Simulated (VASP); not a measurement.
Input:

```xyz
3
Lattice="0.0000 2.3185 2.3185 2.3185 0.0000 2.3185 2.3185 2.3185 0.0000" Properties=species:S:1:pos:R:3 pbc="T T T"
Li     1.1593     1.1593     1.1593
Li     3.4778     3.4778     3.4778
O      0.0000     0.0000     0.0000
```

Level of theory: vdW-DF-cx, VASP's PBE PAW potentials (set 64) (plane waves; VASP). Settings: 520 eV cut-off, Gaussian smearing of 0.050 eV, potentials Li_sv O.

Q: What does the run give for the band gap (along the path) with the smallest direct gap where there is one?

A: 
```yaml
band gap (along the path): 4.97 eV
smallest direct gap (along the path): 5.26 eV
```

The absolute energy has meaning only against runs of the same code, potentials and settings.

The compound is Li2O in the antifluorite structure. It was relaxed first.
